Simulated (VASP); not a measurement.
Level of theory: r2SCAN meta-GGA, VASP's PBE PAW potentials (set 64) (plane waves; VASP).

VASP ran on this input.

### INCAR
```
# general
SYSTEM  = VSi2
PREC    = Accurate
ENCUT   = 400
LREAL   = .FALSE.
LASPH   = .TRUE.

# electronic loop
EDIFF   = 1E-7
NELM    = 100
ALGO    = Normal
LMAXMIX = 4
LMIXTAU = .TRUE.

# smearing
ISMEAR  = -5

# functional
METAGGA = R2SCAN

# ions
ISIF    = 2

# output
LWAVE   = .FALSE.
LCHARG  = .FALSE.
LORBIT  = 11
NEDOS   = 601
```

**KPOINTS**
```
Automatic
0
Gamma
  9 9 6
```

### KPOINTS_OPT
```
k-points along high-symmetry lines
6
Line-mode
Reciprocal
  0.000000   0.000000   0.000000 ! GAMMA
  0.500000   0.000000   0.000000 ! M

  0.500000   0.000000   0.000000 ! M
  0.333333   0.333333   0.000000 ! K

  0.333333   0.333333   0.000000 ! K
  0.000000   0.000000   0.000000 ! GAMMA

  0.000000   0.000000   0.000000 ! GAMMA
  0.000000   0.000000   0.500000 ! A

  0.000000   0.000000   0.500000 ! A
  0.500000   0.000000   0.500000 ! L

  0.500000   0.000000   0.500000 ! L
  0.333333   0.333333   0.500000 ! H

  0.333333   0.333333   0.500000 ! H
  0.000000   0.000000   0.500000 ! A

  0.500000   0.000000   0.500000 ! L
  0.500000   0.000000   0.000000 ! M

  0.333333   0.333333   0.500000 ! H
  0.333333   0.333333   0.000000 ! K
```

File POSCAR:
```
VSi2
1
    4.5307637841    -0.0000000000    -0.0000000000
   -2.2653818921     3.9237565345     0.0000000000
   -0.0000000000     0.0000000000     6.3167877366
V Si
3 6
Direct
  0.0000000000   0.5000000000   0.1666670000
  0.5000000000   0.0000000000   0.5000000000
  0.5000000000   0.5000000000   0.8333330000
  0.8376687535   0.6753375070   0.5000000000
  0.1623312465   0.8376687535   0.8333330000
  0.3246624930   0.1623312465   0.1666670000
  0.1623312465   0.3246624930   0.5000000000
  0.8376687535   0.1623312465   0.8333330000
  0.6753375070   0.8376687535   0.1666670000
```

POTCAR, in this order: V_sv Si (PBE.64 set). Program: vasp_std.

The resulting files:

**OSZICAR**
```
       N       E                     dE             d eps       ncg     rms          rms(c)
DAV:   1     0.597970558236E+03    0.59797E+03   -0.30526E+04  3984   0.144E+03
DAV:   2    -0.593264875836E+02   -0.65730E+03   -0.64424E+03  3624   0.479E+02
DAV:   3    -0.116102203450E+03   -0.56776E+02   -0.54758E+02  4622   0.123E+02
DAV:   4    -0.117891067754E+03   -0.17889E+01   -0.17679E+01  4368   0.220E+01
DAV:   5    -0.117920346261E+03   -0.29279E-01   -0.29431E-01  4380   0.305E+00    0.487E+01
DAV:   6    -0.107012100507E+03    0.10908E+02   -0.15022E+02  4755   0.814E+01    0.198E+01
DAV:   7    -0.100225732347E+03    0.67864E+01   -0.72787E+01  4611   0.524E+01    0.146E+01
DAV:   8    -0.977805766876E+02    0.24452E+01   -0.63248E+00  4569   0.143E+01    0.267E+00
DAV:   9    -0.991574724321E+02   -0.13769E+01   -0.13397E+00  4296   0.740E+00    0.109E+00
DAV:  10    -0.991586259536E+02   -0.11535E-02   -0.25850E-01  4016   0.404E+00    0.348E-01
DAV:  11    -0.990852690974E+02    0.73357E-01   -0.94859E-02  4002   0.243E+00    0.345E-01
DAV:  12    -0.991649231974E+02   -0.79654E-01   -0.84146E-02  4045   0.206E+00    0.142E-01
DAV:  13    -0.991647087714E+02    0.21443E-03   -0.33313E-03  4096   0.418E-01    0.982E-02
DAV:  14    -0.991650793464E+02   -0.37058E-03   -0.29494E-03  4041   0.408E-01    0.723E-02
DAV:  15    -0.991650168582E+02    0.62488E-04   -0.89917E-04  4448   0.149E-01    0.329E-02
DAV:  16    -0.991652605064E+02   -0.24365E-03   -0.13473E-04  4047   0.840E-02    0.189E-02
DAV:  17    -0.991652924109E+02   -0.31905E-04   -0.50788E-05  4528   0.482E-02    0.649E-03
DAV:  18    -0.991652705846E+02    0.21826E-04   -0.69854E-06  4401   0.172E-02    0.540E-03
DAV:  19    -0.991652875682E+02   -0.16984E-04   -0.25825E-06  4027   0.131E-02    0.166E-03
DAV:  20    -0.991652855257E+02    0.20426E-05   -0.13591E-07  2494   0.273E-03    0.150E-03
DAV:  21    -0.991652867835E+02   -0.12578E-05   -0.11541E-07  2486   0.237E-03    0.656E-04
DAV:  22    -0.991652854654E+02    0.13180E-05   -0.66673E-08  2466   0.120E-03    0.289E-04
DAV:  23    -0.991652858155E+02   -0.35012E-06   -0.18721E-08  2421   0.737E-04    0.145E-04
DAV:  24    -0.991652862776E+02   -0.46201E-06   -0.10029E-08  2391   0.476E-04    0.137E-04
DAV:  25    -0.991652860085E+02    0.26907E-06   -0.26079E-09  2346   0.320E-04    0.992E-05
DAV:  26    -0.991652859838E+02    0.24647E-07   -0.99053E-10  2346   0.231E-04
   1 F= -.99165286E+02 E0= -.99165286E+02  d E =0.000000E+00
       N       E                     dE             ncg
       N       E                     dE             ncg
```

OUTCAR:
```
------------------------ aborting loop because EDIFF is reached ----------------------------------------
  FORCE on cell =-STRESS in cart. coord.  units (eV):
  Direction    XX          YY          ZZ          XY          YZ          ZX
  --------------------------------------------------------------------------------------
  Total       -0.0404987     -0.0404987      0.0847191      0.0000000      0.0000000      0.0000000
  in kB       -0.5778059     -0.5778059      1.2087106      0.0000000      0.0000000      0.0000000
  external PRESSURE =       0.0176996 kB  Pullay stress =       0.0000000 kB
  volume of cell :      112.30
      direct lattice vectors                 reciprocal lattice vectors
     4.530763784  0.000000000  0.000000000     0.220713338  0.127428905  0.000000000
    -2.265381892  3.923756534  0.000000000     0.000000000  0.254857811  0.000000000
     0.000000000  0.000000000  6.316787737     0.000000000  0.000000000  0.158308311
 POSITION                                       TOTAL-FORCE (eV/Angst)
 -----------------------------------------------------------------------------------
     -1.13269      1.96188      1.05280         0.000000     -0.000000      0.000000
      2.26538      0.00000      3.15839         0.000000     -0.000000      0.000000
      1.13269      1.96188      5.26399         0.000000     -0.000000     -0.000000
      2.26538      2.64986      3.15839         0.000000     -0.006825      0.000000
     -1.16216      3.28681      5.26399         0.005911     -0.003413      0.000000
      1.10323      0.63695      1.05280         0.005911      0.003413      0.000000
     -0.00000      1.27390      3.15839        -0.000000      0.006825      0.000000
      3.42754      0.63695      5.26399        -0.005911      0.003413      0.000000
      1.16216      3.28681      1.05280        -0.005911     -0.003413      0.000000
 -----------------------------------------------------------------------------------
    total drift:                               -0.000000      0.000000      0.005421
  FREE ENERGIE OF THE ION-ELECTRON SYSTEM (eV)
  ---------------------------------------------------
  free  energy   TOTEN  =       -99.1652859838 eV

  energy  without entropy=      -99.1652859838  energy(sigma->0) =      -99.16528598

 total charge

# of ion       s       p       d       tot
------------------------------------------
    1        2.234   6.246   3.228  11.708
    2        2.234   6.246   3.228  11.708
    3        2.234   6.246   3.228  11.708
    4        0.741   0.916   0.000   1.657
    5        0.741   0.916   0.000   1.657
    6        0.741   0.916   0.000   1.657
    7        0.741   0.916   0.000   1.657
    8        0.741   0.916   0.000   1.657
    9        0.741   0.916   0.000   1.657
--------------------------------------------------
tot         11.151  24.234   9.683  45.068
```
(Selected blocks of OUTCAR.)

For a metal the tetrahedron method with Blöchl corrections gives inexact stress and forces.

The structure comes from a computed database's VSi2 entry (P6_222); how it stands against other phases isn't given here. It was relaxed first. The run is not spin-polarised, so no magnetic state was tried. The electron count is odd and the run is not spin-polarised, which forces a metal.
